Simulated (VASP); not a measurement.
## ZnS (Sphalerite): what each functional gives, and what it costs

Which functional reproduces the measured band gap of ZnS (Sphalerite), and what does it cost? The levels: LDA, PBE, r2SCAN, TB-mBJ, AM05, SCAN, HSE06, HSE03, PBE0, PBE-EpsX and r2SCAN-EpsX. LASPH is on for some levels and off for others; the table marks which. The start is a cell from a database of measured crystal structures.

Program: VASP 6.6.1. Level of theory: LDA; plane waves and PAW (Zn, S), in the first sound run; inputs show where later runs differ. Results are calculated unless marked as measured.

Experimental background.

For ZnS, zincblende (literature value, sample not described, 19 K), “Electronic, vibrational, and thermodynamic properties of ZnS (zincblende and rocksalt structure)” (2009, arxiv:0911.5022) quotes earlier work: band gap (direct gap E0 at Gamma) 3.85 eV [literature value at 19 K; includes electron-phonon renormalization, which the paper puts …].

**1. The starting structure**

Symmetry: F-43m, No. 216, cubic system. Conventional cell: a = 5.409 Å, b = 5.409 Å, c = 5.409 Å, α = 90.00°, β = 90.00°, γ = 90.00°. Nearest to Zn lie 4 S at 2.34 Å. Nearest to S lie 4 Zn at 2.34 Å. Farther neighbours and most contacts between anions are not listed.

**2. Bands with LDA**

The mesh alone shows little of the dispersion and can miss band extrema, so KPOINTS_OPT adds a path through the symmetry points after the self-consistent cycle. LDA, the lowest rung, knows the local density alone.

File INCAR:

```
SYSTEM = ZnS
PREC = Accurate
ENCUT = 400
EDIFF = 1E-06
NELM = 100
ISMEAR = 0
SIGMA = 0.02
LREAL = .FALSE.
ALGO = Normal
GGA = CA
NBANDS = 21
LORBIT = 11
LWAVE = .FALSE.
LCHARG = .FALSE.
KPAR = 4
```

File POSCAR:

```
ZnS
1.0
    0.0000000000      2.7046500000      2.7046500000
    2.7046500000      0.0000000000      2.7046500000
    2.7046500000      2.7046500000      0.0000000000
Zn S
1 1
Direct
    0.0000000000      0.0000000000      0.0000000000
    0.2500000000      0.2500000000      0.2500000000
```

File KPOINTS:

```
Automatic mesh
0
Gamma
5 5 5
0 0 0
```

File KPOINTS_OPT:

```
Line mode
16
Line-mode
Reciprocal
  0.00000000   0.00000000   0.00000000 GAMMA
  0.50000000   0.00000000   0.50000000 X

  0.50000000   0.00000000   0.50000000 X
  0.50000000   0.25000000   0.75000000 W

  0.50000000   0.25000000   0.75000000 W
  0.37500000   0.37500000   0.75000000 K

  0.37500000   0.37500000   0.75000000 K
  0.00000000   0.00000000   0.00000000 GAMMA

  0.00000000   0.00000000   0.00000000 GAMMA
  0.50000000   0.50000000   0.50000000 L

  0.50000000   0.50000000   0.50000000 L
  0.62500000   0.25000000   0.62500000 U

  0.62500000   0.25000000   0.62500000 U
  0.50000000   0.25000000   0.75000000 W

  0.50000000   0.25000000   0.75000000 W
  0.50000000   0.50000000   0.50000000 L

  0.50000000   0.50000000   0.50000000 L
  0.37500000   0.37500000   0.75000000 K

  0.62500000   0.25000000   0.62500000 U
  0.50000000   0.00000000   0.50000000 X
```

Potentials, in the order of the species: Zn and S (PBE family, release 64).

On the command line:

```console
$ mpirun -np 4 vasp_std
```

Numbers of over 12 decimals in the logs are rounded to 6 here.

Output:

```text
[banner, memory and clock lines left out]
running    4 mpi-ranks, on    1 nodes
 distrk:  each k-point on    1 cores,    4 groups
 distr:  one band on    1 cores,    1 groups

 POSCAR found type information on POSCAR ZnS
 POSCAR found :  2 types and       2 ions
|                                                                             |
|               ----> ADVICE to this user running VASP <----                  |
|                                                                             |
|     You enforced a specific xc type in the INCAR file but a different       |
|     [... a line on the potential file left out ...]
|     I HOPE YOU KNOW WHAT YOU ARE DOING!                                     |
|                                                                             |

 LDA part: xc-table for (Slater(with rela. corr.)+CA(PZ))
 , standard interpolation
 POSCAR, INCAR and KPOINTS ok, starting setup
 FFT: planning ... GRIDC
 FFT: planning ... GRID_SOFT
 FFT: planning ... GRID
 WAVECAR not read
 entering main loop
       N       E                     dE             d eps       ncg     rms          rms(c)
DAV:   1     0.922227238688E+02    0.92223E+02   -0.67362E+03   428   0.833E+02
DAV:   2    -0.105673867499E+01   -0.93279E+02   -0.85201E+02   430   0.217E+02
DAV:   3    -0.853772284378E+01   -0.74810E+01   -0.74039E+01   505   0.583E+01
DAV:   4    -0.862577872280E+01   -0.88056E-01   -0.88004E-01   470   0.632E+00
DAV:   5    -0.862626583297E+01   -0.48711E-03   -0.48709E-03   493   0.481E-01    0.609E+00
DAV:   6    -0.822026350173E+01    0.40600E+00   -0.60578E-01   560   0.264E+01    0.485E+00
DAV:   7    -0.819456901065E+01    0.25694E-01   -0.13864E-01   485   0.360E+00    0.233E+00
DAV:   8    -0.818841642854E+01    0.61526E-02   -0.54766E-03   615   0.999E-01    0.518E-01
DAV:   9    -0.818795517015E+01    0.46126E-03   -0.10721E-03   495   0.196E-01    0.783E-02
DAV:  10    -0.818797283893E+01   -0.17669E-04   -0.88752E-05   485   0.656E-02    0.347E-02
DAV:  11    -0.818796981445E+01    0.30245E-05   -0.74328E-06   602   0.474E-02    0.650E-03
DAV:  12    -0.818796989658E+01   -0.82124E-07   -0.11785E-06   434   0.907E-03
   1 F= -.81879699E+01 E0= -.81879699E+01  d E =-.631055E-48
 Start KPOINTS_OPT (optional k-point list driver)
k-point batch [1-10\160]
       N       E                     dE             ncg
DAV:   1     0.433053669996E+03   -0.11023E+04      420
DAV:   2    -0.527043697424E+03   -0.96010E+03      435
DAV:   3    -0.607139742705E+03   -0.80096E+02      486
DAV:   4    -0.608007923660E+03   -0.86818E+00      498
DAV:   5    -0.608012631672E+03   -0.47080E-02      475
DAV:   6    -0.608012673153E+03   -0.41481E-04      498
DAV:   7    -0.608012673567E+03   -0.41393E-06      439
[...]
k-point batch [151-160\160]
       N       E                     dE             ncg
DAV:   1     0.328572107061E+03   -0.58506E+04      420
DAV:   2    -0.625563982673E+03   -0.95414E+03      449
DAV:   3    -0.700516626568E+03   -0.74953E+02      518
DAV:   4    -0.701368348362E+03   -0.85172E+00      475
DAV:   5    -0.701372993543E+03   -0.46452E-02      503
DAV:   6    -0.701373040834E+03   -0.47291E-04      485
DAV:   7    -0.701373041457E+03   -0.62355E-06      489
```

The job ended after 31 s (4 MPI ranks of Intel Xeon Platinum 8488C (Sapphire Rapids), shared host; peak memory 0.56 GiB; 98 s of CPU time).

The logs omit lines about the potential files and the build; timing stands in the text.

OUTCAR, selected parts (step 2):

```text
ion  position               nearest neighbor table
   1  0.000  0.000  0.000-   2 2.34   2 2.34   2 2.34   2 2.34
   2  0.250  0.250  0.250-   1 2.34   1 2.34   1 2.34   1 2.34

  LATTYP: Found a face centered cubic cell.
 ALAT       =     5.4093000000

 Subroutine GETGRP returns: Found 24 space group operations
 (whereof 24 operations were pure point group operations)

The static configuration has the point symmetry T_d .

 Found     10 irreducible k-points:

   k-points           NKPTS =     10   k-points in BZ     NKDIM =     10   number of bands    NBANDS=     21

   dimension x,y,z NGX =    28 NGY =   28 NGZ =   28
   dimension x,y,z NGXF=    56 NGYF=   56 NGZF=   56

   ENCUT  =  400.0 eV  29.40 Ry    5.42 a.u.   6.24  6.24  6.24*2*pi/ulx,y,z

   NELECT =      18.0000    total number of electrons

 k-points in reciprocal lattice and weights: Automatic mesh
   0.00000000  0.00000000  0.00000000       0.008
   0.20000000  0.00000000  0.00000000       0.064
   0.40000000  0.00000000  0.00000000       0.064
   0.20000000  0.20000000  0.00000000       0.048
   0.40000000  0.20000000  0.00000000       0.192
  -0.40000000  0.20000000  0.00000000       0.192
  -0.20000000  0.20000000  0.00000000       0.096
   0.40000000  0.40000000  0.00000000       0.048
  -0.40000000  0.40000000  0.00000000       0.096
  -0.40000000  0.40000000  0.20000000       0.192

 average (electrostatic) potential at core
       1 -35.9588       2 -88.6929

 E-fermi :   2.0332

 k-point     1 :       0.0000    0.0000    0.0000
  band No.  band energies     occupation
    ...
      5      -4.1582      2.00000
      6      -4.1582      2.00000
      7       1.8305      2.00000
      8       1.8305      2.00000
      9       1.8305      2.00000
     10       3.6949      0.00000
     11       8.0910      0.00000
     12       8.0910      0.00000
     13       8.0910      0.00000
     14      13.3089      0.00000
    ...

 k-point     2 :       0.2000    0.0000    0.0000
  band No.  band energies     occupation
    ...
      5      -4.1596      2.00000
      6      -4.1596      2.00000
      7      -0.3833      2.00000
      8       1.4917      2.00000
      9       1.4917      2.00000
     10       4.9973      0.00000
     11       8.1924      0.00000
     12       8.6053      0.00000
     13       8.6053      0.00000
     14      12.6787      0.00000
    ...

 k-point     3 :       0.4000    0.0000    0.0000
  band No.  band energies     occupation
    ...
      5      -4.1366      2.00000
      6      -4.1366      2.00000
      7      -2.8731      2.00000
      8       1.0270      2.00000
      9       1.0270      2.00000
     10       4.9824      0.00000
     11       8.6852      0.00000
     12       8.6852      0.00000
     13      10.0669      0.00000
     14      13.3906      0.00000
    ...

  Total       -1.1297648     -1.1297648     -1.1297648      0.0000000     -0.0000000     -0.0000000
  in kB      -45.7441332    -45.7441332    -45.7441332      0.0000000     -0.0000000     -0.0000000
  external PRESSURE =     -45.7441332 kB  Pullay stress =       0.0000000 kB

  energy-cutoff  :      400.00
  volume of cell :       39.57
      direct lattice vectors                 reciprocal lattice vectors
     0.000000000  2.704650000  2.704650000    -0.184866803  0.184866803  0.184866803
     2.704650000  0.000000000  2.704650000     0.184866803 -0.184866803  0.184866803
     2.704650000  2.704650000  0.000000000     0.184866803  0.184866803 -0.184866803

 POSITION                                       TOTAL-FORCE (eV/Angst)
 -----------------------------------------------------------------------------------
      0.00000      0.00000      0.00000         0.000000      0.000000      0.000000
      1.35232      1.35232      1.35232        -0.000000     -0.000000     -0.000000
 -----------------------------------------------------------------------------------
    total drift:                                0.000001      0.000001      0.000001

  FREE ENERGIE OF THE ION-ELECTRON SYSTEM (eV)
  ---------------------------------------------------
  free  energy   TOTEN  =        -8.1879698966 eV

  energy  without entropy=       -8.1879698966  energy(sigma->0) =       -8.18796990

 total charge
# of ion       s       p       d       tot
------------------------------------------
    1        0.534   0.487   9.804  10.825
    2        1.305   2.394   0.000   3.698
--------------------------------------------------
tot          1.839   2.881   9.804  14.524

[... 3 further parts left out ...]
```

The PAW data sets were made with PBE, though LDA sets exist; this is a small mismatch. At this level the cell is under a tension of 4.6 GPa, so at these settings it is away from equilibrium.

Numbers from this step:

- SCF cycles: 12
- electrons: 18
- bands: 21
- irreducible k-points: 10
- symmetry operations: 24
- free energy (TOTEN): -8.188 eV
- Fermi energy: 2.033 eV
- pressure: -4.574 GPa
- metallic: no
- least gap on mesh and path: 1.864 eV
- least direct gap on mesh and path: 1.864 eV
- valence top at k: 0, 0, 0
- conduction bottom at k: 0, 0, 0
- least direct gap at k: 0, 0, 0

The electronic bands at the labelled points (eV, zero at the valence-band top; v1 is the highest filled band, c1 the lowest empty one):

```
          point     v4     v3     v2     v1    c1    c2     c3     c4
              Γ  -5.99   0.00   0.00   0.00  1.86  6.26   6.26   6.26
0.47 of the way  -5.96  -2.45  -1.14  -1.14  4.24  4.51   8.18   8.18
              X  -5.77  -4.66  -2.25  -2.25  3.19  3.90  10.70  11.76
0.47 of the way  -5.68  -4.66  -2.51  -2.49  3.98  4.61   9.62   9.93
              W  -5.58  -4.67  -2.80  -2.77  5.53  5.92   7.68   8.05
0.53 of the way  -5.62  -4.69  -3.08  -2.18  4.55  5.85   8.39   8.92
              K  -5.63  -4.70  -3.17  -1.83  3.93  5.82   9.19   9.66
0.47 of the way  -5.95  -3.37  -1.92  -0.57  4.41  6.37   6.81   7.29
              Γ  -5.99   0.00   0.00   0.00  1.86  6.26   6.26   6.26
0.47 of the way  -5.99  -2.68  -0.43  -0.43  3.25  6.60   6.86   6.86
              L  -5.78  -5.38  -0.88  -0.88  3.10  6.80   6.80   8.61
0.47 of the way  -5.73  -5.09  -2.08  -1.22  4.19  6.08   7.68   8.53
              U  -5.63  -4.70  -3.17  -1.83  3.93  5.82   9.19   9.66
0.53 of the way  -5.61  -4.68  -3.06  -2.26  4.72  5.85   8.24   8.78
              W  -5.58  -4.67  -2.80  -2.77  5.53  5.92   7.68   8.05
0.47 of the way  -5.70  -4.92  -2.51  -1.56  4.82  5.75   7.67   9.01
              L  -5.78  -5.38  -0.88  -0.88  3.10  6.80   6.80   8.61
0.47 of the way  -5.73  -5.09  -2.08  -1.22  4.19  6.08   7.68   8.53
              K  -5.63  -4.70  -3.17  -1.83  3.93  5.82   9.19   9.66
      jump to U  -5.63  -4.70  -3.17  -1.83  3.93  5.82   9.19   9.66
0.47 of the way  -5.71  -4.67  -2.68  -2.12  3.54  4.51  10.02  10.84
              X  -5.77  -4.66  -2.25  -2.25  3.19  3.90  10.70  11.76
```

Of the projections kept (Zn, S), the largest for each band there; the rest of the weight can lie on other orbitals:

```
point       v4       v3      v2      v1       c1       c2       c3       c4
    Γ  Zn 1.00   S 0.75  S 0.75  S 0.75  Zn 0.51  Zn 0.98  Zn 0.98  Zn 0.98
    X  Zn 0.97  Zn 0.71  S 0.71  S 0.71  Zn 0.78  Zn 0.80   S 0.79  Zn 0.58
    W  Zn 0.97  Zn 0.59  S 0.70  S 0.58   S 0.60  Zn 0.52  Zn 0.76  Zn 0.76
    K  Zn 0.97  Zn 0.60  S 0.61  S 0.70  Zn 0.78   S 0.51   S 0.63  Zn 0.64
    Γ  Zn 1.00   S 0.75  S 0.75  S 0.75  Zn 0.51  Zn 0.98  Zn 0.98  Zn 0.98
    L  Zn 0.98   S 0.52  S 0.72  S 0.72  Zn 0.70  Zn 0.91  Zn 0.91   S 0.78
```

The gap is 1.86 eV, direct at Γ. The direct gap lies -1.99 eV from the measured 3.85 eV.

**3. Bands with PBE**

This step: PBE; plane waves and PAW (Zn, S) (VASP 6.6.1).

PBE, the usual starting point, adds the gradient of the density.

INCAR: that of step 2 with these lines changed.

```diff
@@ -9,3 +9,3 @@
 ALGO = Normal
-GGA = CA
+GGA = PE
 NBANDS = 21
```

POSCAR is that of step 2.

KPOINTS is that of step 2.

KPOINTS_OPT is that of step 2.

On the command line:

```console
$ mpirun -np 4 vasp_std
```

Output:

```text
[banner, memory and clock lines left out]
running    4 mpi-ranks, on    1 nodes
 distrk:  each k-point on    1 cores,    4 groups
 distr:  one band on    1 cores,    1 groups

 POSCAR found type information on POSCAR ZnS
 POSCAR found :  2 types and       2 ions
 LDA part: xc-table for (Slater+PW92), standard interpolation
 POSCAR, INCAR and KPOINTS ok, starting setup
 FFT: planning ... GRIDC
 FFT: planning ... GRID_SOFT
 FFT: planning ... GRID
 WAVECAR not read
 entering main loop
       N       E                     dE             d eps       ncg     rms          rms(c)
DAV:   1     0.939132680950E+02    0.93913E+02   -0.67508E+03   428   0.835E+02
DAV:   2     0.246093051713E+00   -0.93667E+02   -0.85602E+02   430   0.217E+02
DAV:   3    -0.718282998843E+01   -0.74289E+01   -0.73545E+01   513   0.580E+01
DAV:   4    -0.726682153576E+01   -0.83992E-01   -0.83946E-01   470   0.618E+00
DAV:   5    -0.726728444748E+01   -0.46291E-03   -0.46289E-03   493   0.468E-01    0.681E+00
DAV:   6    -0.685947633168E+01    0.40781E+00   -0.46586E-01   563   0.228E+01    0.533E+00
DAV:   7    -0.683480839821E+01    0.24668E-01   -0.16837E-01   465   0.323E+00    0.272E+00
DAV:   8    -0.683404196255E+01    0.76644E-03   -0.48808E-03   585   0.973E-01    0.664E-01
DAV:   9    -0.683423878659E+01   -0.19682E-03   -0.14051E-03   470   0.250E-01    0.870E-02
DAV:  10    -0.683441312801E+01   -0.17434E-03   -0.25065E-04   470   0.894E-02    0.453E-02
DAV:  11    -0.683440402452E+01    0.91035E-05   -0.21648E-05   480   0.319E-02    0.152E-02
DAV:  12    -0.683440436319E+01   -0.33867E-06   -0.40803E-06   480   0.977E-03
   1 F= -.68344044E+01 E0= -.68344044E+01  d E =-.623101E-43
 Start KPOINTS_OPT (optional k-point list driver)
k-point batch [1-10\160]
       N       E                     dE             ncg
DAV:   1     0.498597079181E+03   -0.10367E+04      420
DAV:   2    -0.465583662868E+03   -0.96418E+03      435
DAV:   3    -0.545242259774E+03   -0.79659E+02      486
DAV:   4    -0.546094795915E+03   -0.85254E+00      498
DAV:   5    -0.546099504678E+03   -0.47088E-02      475
DAV:   6    -0.546099547050E+03   -0.42373E-04      519
DAV:   7    -0.546099547486E+03   -0.43517E-06      439
[...]
k-point batch [151-160\160]
       N       E                     dE             ncg
DAV:   1     0.395732889652E+03   -0.57835E+04      420
DAV:   2    -0.562138149511E+03   -0.95787E+03      441
DAV:   3    -0.637032126437E+03   -0.74894E+02      526
DAV:   4    -0.637876849234E+03   -0.84472E+00      485
DAV:   5    -0.637881531680E+03   -0.46824E-02      503
DAV:   6    -0.637881580394E+03   -0.48714E-04      490
DAV:   7    -0.637881581050E+03   -0.65620E-06      492
```

Wall time 27 s (4 MPI ranks); peak memory 0.59 GiB; 88 s of CPU time.

OUTCAR, selected parts (step 3):

```text
The static configuration has the point symmetry T_d .

 Found     10 irreducible k-points:

   NELECT =      18.0000    total number of electrons

 E-fermi :   2.2798

 k-point     1 :       0.0000    0.0000    0.0000
  band No.  band energies     occupation
    ...
      5      -3.7500      2.00000
      6      -3.7500      2.00000
      7       2.0887      2.00000
      8       2.0887      2.00000
      9       2.0887      2.00000
     10       4.1847      0.00000
     11       8.4800      0.00000
     12       8.4800      0.00000
     13       8.4800      0.00000
     14      13.8438      0.00000
    ...

 k-point     2 :       0.2000    0.0000    0.0000
  band No.  band energies     occupation
    ...
      5      -3.7512      2.00000
      6      -3.7512      2.00000
      7      -0.0565      2.00000
      8       1.7568      2.00000
      9       1.7568      2.00000
     10       5.4496      0.00000
     11       8.6210      0.00000
     12       8.9890      0.00000
     13       8.9890      0.00000
     14      12.9858      0.00000
    ...

  Total        0.3507852      0.3507852      0.3507852      0.0000000     -0.0000000     -0.0000000
  in kB       14.2032790     14.2032790     14.2032790      0.0000000     -0.0000000     -0.0000000
  external PRESSURE =      14.2032790 kB  Pullay stress =       0.0000000 kB

  FREE ENERGIE OF THE ION-ELECTRON SYSTEM (eV)
  ---------------------------------------------------
  free  energy   TOTEN  =        -6.8344043632 eV

  energy  without entropy=       -6.8344043632  energy(sigma->0) =       -6.83440436

 total charge
# of ion       s       p       d       tot
------------------------------------------
    1        0.518   0.474   9.799  10.790
    2        1.314   2.438   0.000   3.752
--------------------------------------------------
tot          1.831   2.912   9.799  14.542

[... 9 parts as in an earlier step ...]

[... 5 further parts left out ...]
```

Numbers from this step:

* free energy (TOTEN): -6.834 eV
* Fermi energy: 2.280 eV
* pressure: 1.420 GPa
* least gap on mesh and path: 2.096 eV
* least direct gap on mesh and path: 2.096 eV

Electronic bands along the path, in eV, zero at the valence-band top; v1 is the highest filled band, c1 the lowest empty one:

```
          point     v4     v3     v2     v1    c1    c2     c3     c4
              Γ  -5.84   0.00   0.00   0.00  2.10  6.39   6.39   6.39
0.47 of the way  -5.80  -2.37  -1.12  -1.12  4.42  4.68   8.30   8.30
              X  -5.62  -4.55  -2.21  -2.21  3.41  4.07  10.96  11.94
0.47 of the way  -5.54  -4.56  -2.46  -2.44  4.18  4.76   9.81  10.09
              W  -5.44  -4.58  -2.74  -2.71  5.70  6.02   7.86   8.24
0.53 of the way  -5.47  -4.59  -3.01  -2.13  4.73  5.98   8.56   9.10
              K  -5.49  -4.61  -3.10  -1.80  4.13  5.96   9.39   9.77
0.47 of the way  -5.80  -3.28  -1.86  -0.56  4.57  6.57   6.97   7.41
              Γ  -5.84   0.00   0.00   0.00  2.10  6.39   6.39   6.39
0.47 of the way  -5.84  -2.60  -0.42  -0.42  3.44  6.78   6.98   6.98
              L  -5.63  -5.28  -0.86  -0.86  3.30  6.92   6.92   8.86
0.47 of the way  -5.59  -4.99  -2.02  -1.20  4.36  6.24   7.80   8.72
              U  -5.49  -4.61  -3.10  -1.80  4.13  5.96   9.39   9.77
0.53 of the way  -5.47  -4.59  -2.99  -2.21  4.89  5.98   8.41   8.96
              W  -5.44  -4.58  -2.74  -2.71  5.70  6.02   7.86   8.24
0.47 of the way  -5.56  -4.83  -2.45  -1.53  4.96  5.93   7.81   9.17
              L  -5.63  -5.28  -0.86  -0.86  3.30  6.92   6.92   8.86
0.47 of the way  -5.59  -4.99  -2.02  -1.20  4.36  6.24   7.80   8.72
              K  -5.49  -4.61  -3.10  -1.80  4.13  5.96   9.39   9.77
      jump to U  -5.49  -4.61  -3.10  -1.80  4.13  5.96   9.39   9.77
0.47 of the way  -5.56  -4.56  -2.63  -2.09  3.75  4.67  10.23  10.97
              X  -5.62  -4.55  -2.21  -2.21  3.41  4.07  10.96  11.94
```

Of the projections kept (Zn, S), the largest for each band there; the rest of the weight can lie on other orbitals:

```
point       v4       v3      v2      v1       c1       c2       c3       c4
    Γ  Zn 1.00   S 0.75  S 0.75  S 0.75  Zn 0.52  Zn 0.98  Zn 0.98  Zn 0.98
    X  Zn 0.97  Zn 0.71  S 0.72  S 0.72  Zn 0.79  Zn 0.80   S 0.78  Zn 0.59
    W  Zn 0.97  Zn 0.58  S 0.71  S 0.58   S 0.59  Zn 0.53  Zn 0.77  Zn 0.78
    K  Zn 0.97  Zn 0.59  S 0.61  S 0.71  Zn 0.78   S 0.51   S 0.62  Zn 0.64
    Γ  Zn 1.00   S 0.75  S 0.75  S 0.75  Zn 0.52  Zn 0.98  Zn 0.98  Zn 0.98
    L  Zn 0.98   S 0.53  S 0.72  S 0.72  Zn 0.70  Zn 0.91  Zn 0.91   S 0.77
```

The gap is 2.10 eV, direct at Γ. Against LDA that is +0.23 eV; the cost is about the same. The direct gap lies -1.75 eV from the measured 3.85 eV.

[end of part 1 of 6]

[Lines on the potential files, build, host, timing and source positions are cut from VASP's logs without a mark.]

[Logs are printed without paths, hosts, clocks, repeated set-up lines and the standing remarks that a program may print on its own settings, such as how far it seeks lower states.]

[Hosts, paths, dates, database ids (printed as entryN), source tags and the programs' standing remarks are cut or masked in the printed files.]

[A measured line is paired with the nearest computed mode of its activity, which favours agreement.]
